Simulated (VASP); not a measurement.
A convergence study with VASP on Mg2Si (antifluorite): one setting is varied, all else stays as given below, so the limit is that of these other settings.

```xyz
3
Lattice="0.0000 3.1750 3.1750 3.1750 0.0000 3.1750 3.1750 3.1750 0.0000" Properties=species:S:1:pos:R:3 pbc="T T T"
Mg     1.5875     1.5875     1.5875
Mg     4.7625     4.7625     4.7625
Si     0.0000     0.0000     0.0000
```

Level of theory: LDA (Ceperley-Alder, Perdew-Zunger), VASP's LDA PAW potentials (set 64) (plane waves; VASP). The tightest run used: 550 eV cut-off, 16×16×16 Γ-centred mesh, Gaussian smearing of 0.010 eV, potentials Mg Si.

The settings run are 4×4×4 mesh; 6×6×6 mesh; 8×8×8 mesh; 10×10×10 mesh; 12×12×12 mesh; 14×14×14 mesh; 16×16×16 mesh. From which on does the highest Γ mode stay within 1 cm⁻¹ of the tightest run?

From 6×6×6 mesh on: it is off by 0.8 there and by no more than 1 in any finer run, while 4×4×4 mesh is off by 4.1.
```json
[
 {"setting": "4×4×4 mesh", "mean ε∞": "33.45", "highest Γ mode (cm⁻¹)": "261.6", "irreducible k-points": "8", "difference judged (cm⁻¹)": "4.1"},
 {"setting": "6×6×6 mesh", "mean ε∞": "21.76", "highest Γ mode (cm⁻¹)": "264.9", "irreducible k-points": "16", "difference judged (cm⁻¹)": "0.8"},
 {"setting": "8×8×8 mesh", "mean ε∞": "18.10", "highest Γ mode (cm⁻¹)": "265.5", "irreducible k-points": "29", "difference judged (cm⁻¹)": "0.2"},
 {"setting": "10×10×10 mesh", "mean ε∞": "16.77", "highest Γ mode (cm⁻¹)": "265.7", "irreducible k-points": "47", "difference judged (cm⁻¹)": "0.0"},
 {"setting": "12×12×12 mesh", "mean ε∞": "16.27", "highest Γ mode (cm⁻¹)": "265.7", "irreducible k-points": "72", "difference judged (cm⁻¹)": "0.0"},
 {"setting": "14×14×14 mesh", "mean ε∞": "16.08", "highest Γ mode (cm⁻¹)": "265.7", "irreducible k-points": "104", "difference judged (cm⁻¹)": "0.0"},
 {"setting": "16×16×16 mesh", "mean ε∞": "16.01", "highest Γ mode (cm⁻¹)": "265.7", "irreducible k-points": "145", "difference judged (cm⁻¹)": "0.0"}
]
```

Left out are rungs that failed or repeat a setting and relaxations that didn't move; long series are thinned to 24 rows.

The compound is Mg2Si in the antifluorite structure. The cell was not relaxed at this level.
